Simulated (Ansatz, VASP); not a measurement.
# Cross-check of SbAs between VASP and Ansatz, part 2 of 2

Wanted: the spread between two codes on one cell, functional and k mesh. The cell is generated by rule, not measured, and may not be a known phase. The cell is taken from a series of runs on this material, whose earlier steps may have relaxed, scaled, displaced or heated it; both programs get it as it stands.

VASP 6.6.1 and Ansatz 0.2.0.

So far. Step 6 (Ansatz: single point, PBEsol, pair 2): The run ends at a pressure of 3.36 GPa, with forces up to 0.46 eV/Å. Step 7 (VASP: single point, PBEsol, pair 2): The run ends at a pressure of 3.66 GPa, with forces up to 0.52 eV/Å.

## Step 9: VASP: single point, PBEsol, pair 3

Level of this step: PBEsol; plane waves and PAW (Sb, As); invented cell (VASP).

A single point gives forces, pressure and levels at one fixed geometry, so differences don't come from the geometry; what else differs is listed under the comparison.

INCAR reads:

```
SYSTEM = SbAs
PREC = Accurate
ENCUT = 500
EDIFF = 1E-06
NELM = 120
ISMEAR = 1
SIGMA = 0.2
LREAL = .FALSE.
ALGO = Normal
GGA = PS
NBANDS = 11
LORBIT = 11
LWAVE = .FALSE.
LCHARG = .FALSE.
ISIF = 2
LASPH = .TRUE.
GGA_COMPAT = .FALSE.
KPAR = 2
```

POSCAR reads:

```
SbAs
1.0
    0.0000000000      2.8813061903      2.8813061903
    2.8813061903      0.0000000000      2.8813061903
    2.8813061903      2.8813061903      0.0000000000
Sb As
1 1
Direct
    0.0591825362      0.9802724879      0.9802724879
    0.4038185771      0.5320604743      0.5320604743
```

KPOINTS reads:

```
Automatic mesh
0
Gamma
12 12 12
0 0 0
```

Potentials, in the order of the species: Sb and As (PBE family, release 64).

Launch:

```console
> mpirun -np 2 vasp_std
```

Numbers of over 12 decimals in the logs are rounded to 6 here.

The program printed:

```text
[... set-up lines as in an earlier step ...]
 entering main loop
       N       E                     dE             d eps       ncg     rms          rms(c)
DAV:   1     0.283656806901E+02    0.28366E+02   -0.37061E+03  4158   0.691E+02
DAV:   2    -0.790902098431E+01   -0.36275E+02   -0.35235E+02  5439   0.114E+02
DAV:   3    -0.955591316017E+01   -0.16469E+01   -0.16355E+01  5103   0.260E+01
DAV:   4    -0.956868409180E+01   -0.12771E-01   -0.12767E-01  4682   0.263E+00
[...]
DAV:   9    -0.947651786345E+01    0.39401E-05   -0.56960E-04  4728   0.144E-01    0.451E-02
DAV:  10    -0.947651318104E+01    0.46824E-05   -0.29653E-05  4758   0.340E-02    0.186E-02
DAV:  11    -0.947651235288E+01    0.82817E-06   -0.97702E-06  4650   0.139E-02
   1 F= -.94765124E+01 E0= -.94767966E+01  d E =0.852813E-03
```

From OUTCAR (step 9):

```text
  Total        2.0537251      2.0537251      2.0537251     -0.0872329      0.0872329     -0.0872329
  in kB       68.7788099     68.7788099     68.7788099     -2.9214101      2.9214101     -2.9214101
  external PRESSURE =      68.7788099 kB  Pullay stress =       0.0000000 kB

 POSITION                                       TOTAL-FORCE (eV/Angst)
 -----------------------------------------------------------------------------------
      5.64893      2.99499      2.99499         0.896452     -0.896452     -0.896452
      3.06606      2.69655      2.69655        -0.896452      0.896452      0.896452
 -----------------------------------------------------------------------------------
    total drift:                                0.000314     -0.000313     -0.000313

  FREE ENERGIE OF THE ION-ELECTRON SYSTEM (eV)
  ---------------------------------------------------
  free  energy   TOTEN  =        -9.4765123529 eV

  energy  without entropy=       -9.4773651654  energy(sigma->0) =       -9.47679662

[... 2 parts as in an earlier step ...]

[... 1 further part left out ...]
[key lines of the parts left out:]
E-fermi :   7.0495
```

The run ends at a pressure of 6.88 GPa, with forces up to 1.6 eV/Å.

## Step 10: Ansatz: single point, PBEsol, pair 3

The same cell, functional, mesh and smearing now go to Ansatz, which takes its cutoff from its data sets.

The cell is taken from a series of runs on this material, whose earlier steps may have relaxed, scaled, displaced or heated it; both programs get it as it stands.

input.yaml reads:

```yaml
crystal:
  lattice:
    - [0.0, 2.8813061903, 2.8813061903]
    - [2.8813061903, 0.0, 2.8813061903]
    - [2.8813061903, 2.8813061903, 0.0]
  atoms:
    - { symbol: Sb, position: [0.0591825362, -0.0197275121, -0.0197275121] }
    - { symbol: As, position: [0.4038185771, 0.5320604743, 0.5320604743] }
kpoints:
  mp_grid: { grid: [12, 12, 12] }
hamiltonian:
  xc: pbesol
scf:
  occupations: { method: methfessel_paxton, width: 0.2 }
output:
  forces: true
  stress: true
  eigenvalues: true
```

Launch:

```console
> ansatz run input.yaml --threads 4 --pin off --max-ram 7168MiB --backend cpu --events-out ev --progress --plain --runs-dir out
```

The program printed:

```text
[...]
Crystal: 2 atoms, lattice volume = 47.841 Å³
Basis set: ecut = 420 eV, 941 PW (Γ), exchange–correlation on 60×60×60 points (8 copies of the dense FFT grid, shifted against one another)
Bands: 19, of which v1, the nominal top of the filled ones, is band 15 counted from 1 (14 counted from 0)
Symmetry: 6 space group operations
[...]
k-points: 189 of 1728 (time reversal used)
[...]
--- Band table (eV; the first three rows and the last of 189) ---
  k-point 0: bands = [... 11 lower, 6.6413, 8.8730, 8.8730, 9.9791, 13.1625, 14.3617, 14.3617, 17.1528]
  k-point 1: bands = [... 11 lower, 6.0854, 8.8414, 9.1783, 9.9901, 13.1689, 14.2490, 14.3030, 16.7150]
  k-point 2: bands = [... 11 lower, 4.9661, 8.7618, 9.4884, 10.1179, 13.0511, 14.0069, 14.0223, 16.2635]
  k-point 188: bands = [... 11 lower, 2.2891, 9.1022, 9.1022, 9.8180, 11.5485, 11.5485, 12.8639, 19.0411]
[key lines of the parts left out:]
SCF converged after 7 iterations
Free energy (F): -11220.927599 eV
Fermi energy:    11.186530 eV
P = ⅓ Tr σ = 6.4356 GPa (64.356 kbar)
```

The run ends at a pressure of 6.44 GPa, with forces up to 1.5 eV/Å.

## Step 11: Comparison

What differs besides the data sets and the points named for the pairs above, as far as they apply: the data sets hold 30 valence electrons in Ansatz (on its default PAW (the set named soft_2) files) and 10 in VASP. Total energies have different zeros and are not compared.

The two programs side by side:

```csv
quantity,Ansatz,VASP,difference
pressure (GPa),6.44,6.88,-0.44
```

Forces (eV/Å; atoms numbered as in POSCAR):

```csv
atom,"Ansatz x, y, z","VASP x, y, z"
Sb1,"0.855, -0.855, -0.855","0.896, -0.896, -0.896"
As2,"-0.855, 0.855, 0.855","-0.896, 0.896, 0.896"
```

The forces differ by 42 meV/Å r.m.s., which is 4.7 % of the r.m.s. force of 0.896 eV/Å (both taken over all components).

## Step 12: Summary of results

```yaml
r_m_s_force_difference_single_point_pbesol_pair_1: 21 meV/Å
r_m_s_force_difference_single_point_pbesol_pair_2: 11 % of the r.m.s. force
r_m_s_force_difference_single_point_pbesol_pair_3: 4.7 % of the r.m.s. force
```

The r.m.s. force difference is 11 % of the r.m.s. force (single point, PBEsol, pair 2), beyond the 3 % picked in this series as the mark of a large difference. The data sets hold unlike numbers of valence electrons (30 in Ansatz and 10 in VASP), so part of the differences comes from the potentials. Single point, PBEsol, pair 1, VASP with the data sets Sb_d_GW and As_d and a cutoff of 600 eV: r.m.s. force difference goes from 21 to 0.65 meV/Å; the difference in pressure goes from -0.22 to 0.040 GPa. What causes the difference of the single point, PBEsol, pair 2 pair stays open here. What causes the difference of the single point, PBEsol, pair 3 pair stays open here. 5 further runs of this series are not shown here. Such differences can come from data sets, numerical settings and the points named under the comparisons, not from the functional's error against experiment.

[Lines on the potential files, build, host, timing and source positions are cut from VASP's logs without a mark.]

[Logs are printed without paths, hosts, clocks, repeated set-up lines and the standing remarks that a program may print on its own settings, such as how far it seeks lower states.]

[Hosts, paths, dates, database ids (printed as entryN), source tags and the programs' standing remarks are cut or masked in the printed files.]
